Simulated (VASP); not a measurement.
VASP ran on this input.

### POSCAR
```
PbS
1
    0.0000000000     2.9700000000     2.9700000000
    2.9700000000     0.0000000000     2.9700000000
    2.9700000000     2.9700000000     0.0000000000
Pb S
1 1
Direct
  0.0000000000   0.0000000000   0.0000000000
  0.5000000000   0.5000000000   0.5000000000
```

**INCAR**
```
SYSTEM  =  PbS
PREC  =  Accurate
SIGMA  =  0.05   # width (eV)
EDIFF  =  1E-6   # SCF stop (eV)
ISMEAR  =  0
ENCUT  =  400   # plane-wave cut-off (eV)
LASPH  =  .True.   # aspherical one-centre terms
NELM  =  100   # most electronic steps
ISIF  =  2   # forces and stress, cell fixed
LWAVE  =  .False.
LREAL  =  .False.   # projection in real space or not
GGA  =  PE
LMAXMIX  =  4   # l cut-off of mixed one-centre charges
LCHARG  =  .False.
ALGO  =  Normal
```

File KPOINTS:
```
Automatic mesh
0
Gamma
6 6 6
0 0 0
```

POTCAR, in this order: Pb_d S (PBE.64 set). Program: vasp_std.

Write an equivalent input for Quantum ESPRESSO's pw.x.

One equivalent input (not run):
```
&CONTROL
  calculation = 'scf'
  pseudo_dir = './pseudo'
  outdir = './out'
  tprnfor = .true.
  tstress = .true.
/
&SYSTEM
  ibrav = 0
  nat = 2
  ntyp = 2
  ecutwfc = 62.5
  occupations = 'smearing'
  smearing = 'gaussian'
  degauss = 0.003675
  input_dft = 'pbe'
/
&ELECTRONS
  conv_thr = 7.3e-08
  electron_maxstep = 100
/
ATOMIC_SPECIES
  Pb 207.200 Pb.upf
  S 32.060 S.upf
CELL_PARAMETERS angstrom
     0.0000000    2.9700000    2.9700000
     2.9700000    0.0000000    2.9700000
     2.9700000    2.9700000    0.0000000
ATOMIC_POSITIONS crystal
  Pb   0.0000000  0.0000000  0.0000000
  S    0.5000000  0.5000000  0.5000000
K_POINTS automatic
  6 6 6 0 0 0
```
What does not carry over: the potentials are each code's own (VASP's PAW set, PseudoDojo norm-conserving files in pw.x), so ENCUT and ecutwfc are chosen apart and not converted; conv_thr bounds pw.x's estimated SCF error, while EDIFF bounds the energy change between steps.

The compound is PbS in the rock salt structure. The cell was not relaxed at this level.
